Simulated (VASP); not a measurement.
VASP ran on this input.

POSCAR:
```
Ni3Al
1
    3.6414000000     0.0000000000     0.0000000000
    0.0000000000     3.6414000000     0.0000000000
    0.0000000000     0.0000000000     3.6414000000
Al Ni
1 3
Direct
  0.0000000000   0.0000000000   0.0000000000
  0.0000000000   0.5000000000   0.5000000000
  0.5000000000   0.0000000000   0.5000000000
  0.5000000000   0.5000000000   0.0000000000
```

### KPOINTS
```
Automatic mesh
0
Gamma
2 2 2
0 0 0
```

**INCAR**
```
SYSTEM = Ni3Al
PREC = Accurate
ENCUT = 400
EDIFF = 1E-6
NELM = 100
ALGO = Normal
LREAL = .FALSE.
LASPH = .TRUE.
ISMEAR = 0
SIGMA = 0.001
GGA = PE
LMAXMIX = 4
ISPIN = 2
MAGMOM = 0.0 0.5 0.5 0.5
LORBIT = 10
LWAVE = .FALSE.
LCHARG = .FALSE.
ISIF = 2
```

POTCAR, in this order: Al Ni (PBE.64 set). Program: vasp_std.

What VASP printed:

standard output:
```
 POSCAR found type information on POSCAR AlNi
 POSCAR found :  2 types and       4 ions
 Reading from existing POTCAR
 Reading from existing POTCAR
 LDA part: xc-table for (Slater+PW92), standard interpolation
 POSCAR, INCAR and KPOINTS ok, starting setup
 WAVECAR not read
 entering main loop
       N       E                     dE             d eps       ncg     rms          rms(c)
DAV:   1     0.167693612266E+03    0.16769E+03   -0.12409E+04   336   0.163E+03
DAV:   2    -0.182262891283E+02   -0.18592E+03   -0.17954E+03   336   0.325E+02
DAV:   3    -0.262341405318E+02   -0.80079E+01   -0.74821E+01   394   0.904E+01
DAV:   4    -0.263864122466E+02   -0.15227E+00   -0.15208E+00   390   0.115E+01
DAV:   5    -0.263908558807E+02   -0.44436E-02   -0.44429E-02   438   0.170E+00    0.195E+01
DAV:   6    -0.282663259026E+02   -0.18755E+01   -0.83971E+01   398   0.129E+02    0.241E+01
DAV:   7    -0.219442984048E+02    0.63220E+01   -0.26809E+01   361   0.726E+01    0.262E+00
DAV:   8    -0.219270489120E+02    0.17249E-01   -0.39931E-01   405   0.524E+00    0.371E+00
DAV:   9    -0.220106612411E+02   -0.83612E-01   -0.39919E-02   392   0.288E+00    0.273E+00
DAV:  10    -0.220202622724E+02   -0.96010E-02   -0.79070E-02   429   0.374E+00    0.113E+00
DAV:  11    -0.220178613307E+02    0.24009E-02   -0.11087E-02   410   0.169E+00    0.881E-01
DAV:  12    -0.220225581516E+02   -0.46968E-02   -0.33011E-03   413   0.810E-01    0.298E-01
DAV:  13    -0.220227008360E+02   -0.14268E-03   -0.20764E-03   431   0.598E-01    0.253E-01
DAV:  14    -0.220227466154E+02   -0.45779E-04   -0.15860E-04   408   0.174E-01    0.199E-01
DAV:  15    -0.220229618269E+02   -0.21521E-03   -0.30081E-04   407   0.268E-01    0.426E-02
DAV:  16    -0.220229705008E+02   -0.86740E-05   -0.20549E-05   404   0.618E-02    0.161E-02
DAV:  17    -0.220229701221E+02    0.37872E-06   -0.92563E-07   221   0.170E-02
   1 F= -.22022970E+02 E0= -.22022970E+02  d E =0.000000E+00  mag=     1.2499
```

**OUTCAR**
```
------------------------ aborting loop because EDIFF is reached ----------------------------------------
  FORCE on cell =-STRESS in cart. coord.  units (eV):
  Direction    XX          YY          ZZ          XY          YZ          ZX
  --------------------------------------------------------------------------------------
  Total       -3.2374420     -3.2374420     -3.2374420      0.0000000      0.0000000      0.0000000
  in kB     -107.4255086   -107.4255086   -107.4255086      0.0000000      0.0000000      0.0000000
  external PRESSURE =    -107.4255086 kB  Pullay stress =       0.0000000 kB
  volume of cell :       48.28
      direct lattice vectors                 reciprocal lattice vectors
     3.641400000  0.000000000  0.000000000     0.274619652  0.000000000  0.000000000
     0.000000000  3.641400000  0.000000000     0.000000000  0.274619652  0.000000000
     0.000000000  0.000000000  3.641400000     0.000000000  0.000000000  0.274619652
 POSITION                                       TOTAL-FORCE (eV/Angst)
 -----------------------------------------------------------------------------------
      0.00000      0.00000      0.00000         0.000000      0.000000      0.000000
      0.00000      1.82070      1.82070         0.000000      0.000000      0.000000
      1.82070      0.00000      1.82070         0.000000      0.000000      0.000000
      1.82070      1.82070      0.00000         0.000000      0.000000      0.000000
 -----------------------------------------------------------------------------------
    total drift:                                0.000000     -0.000000     -0.000000
  FREE ENERGIE OF THE ION-ELECTRON SYSTEM (eV)
  ---------------------------------------------------
  free  energy   TOTEN  =       -22.0229701221 eV

  energy  without entropy=      -22.0229701221  energy(sigma->0) =      -22.02297012

 total charge

# of ion       s       p       d       tot
------------------------------------------
    1        0.405   0.354   0.000   0.759
    2        0.472   0.473   8.316   9.262
    3        0.472   0.473   8.316   9.262
    4        0.472   0.473   8.316   9.262
--------------------------------------------------
tot          1.823   1.774  24.949  28.545

 magnetization (x)

# of ion       s       p       d       tot
------------------------------------------
    1       -0.002  -0.007   0.000  -0.009
    2       -0.006  -0.009   0.456   0.441
    3       -0.006  -0.009   0.456   0.441
    4       -0.006  -0.009   0.456   0.441
--------------------------------------------------
tot         -0.020  -0.033   1.367   1.313
```
(Selected blocks of OUTCAR.)

Question: The run ends quietly. Is anything wrong with it?

Answer: The cause: a metal was run with a tiny SIGMA on a coarse mesh. The run ends without an error. Against the sound run, the energy per atom (σ→0) decreases by 0.053 eV/atom; the pressure falls by 0.78 GPa; the cell moment goes up by 0.49 μB. To mend it, set ISMEAR = 1, set SIGMA = 0.1, correct KPOINTS.
### KPOINTS
```
Automatic mesh
0
Gamma
6 6 6
0 0 0
```
The mended run (PBE GGA, plane waves, VASP's PBE PAW potentials (set 64)) converges, and its OSZICAR ends with
```
   1 F= -.21810534E+02 E0= -.21811075E+02  d E =0.162492E-02  mag=     0.7632
```

The compound is Ni3Al in the L1_2 structure. The cell was not relaxed at this level.
